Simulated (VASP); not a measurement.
Input:

```
Pt
1.0
    0.00000     1.96000     1.96000
    1.96000     0.00000     1.96000
    1.96000     1.96000     0.00000
Pt
1
Cartesian
  0.00000   0.00000   0.00000
```

Calculation: PBE GGA, VASP's PBE PAW potentials (set 64) (plane waves; VASP 6.6.1). Run with 400 eV cut-off, 17×17×17 Γ-centred mesh, first-order Methfessel-Paxton smearing of 0.10 eV, potentials Pt.

### Question
Give the stress tensor in GPa (positive for a compressed cell).

### Answer

```
9.86  0.00  0.00
0.00  9.86  0.00
0.00  0.00  9.86
```
The pressure is its mean diagonal, 9.86 GPa.

The compound is Pt in the fcc structure. The cell was not relaxed at this level. The run is one of a series of settings (KPOINTS 17×17×17 Γ-centred mesh against the base run), some of them coarse on purpose.
